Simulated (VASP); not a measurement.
Input:

```yaml
crystal:
  lattice:
    - [-2.35769, 2.35769, 1.33996]
    - [2.35769, -2.35769, 1.33996]
    - [2.35769, 2.35769, -1.33996]
  atoms:
    - { symbol: Rh, position: [0.75000, 0.25000, 0.50000] }
    - { symbol: Rh, position: [0.00000, 0.00000, 0.00000] }
```

All values below come from PBEsol GGA, VASP's PBE PAW potentials (set 64) (plane waves; VASP 6.6.1). Numerical set-up: 400 eV cut-off, 17×17×17 Γ-centred mesh, tetrahedra with Blöchl corrections, potentials Rh_pv.

Task: Estimate the energy per atom (σ→0), band gap (on the k-mesh) with the smallest direct gap where there is one.

Result: 
| Property | Value |
|---|---|
| band gap (on the k-mesh) | none (metal, semimetal or under 0.01 eV) |
| energy per atom (σ→0) | -7.520 eV/atom |

The absolute energy has meaning only against runs of the same code, potentials and settings.

The structure was generated: Rh was put into the beta-Sn type (I4_1/amd), which need not be its known phase. It was relaxed first.
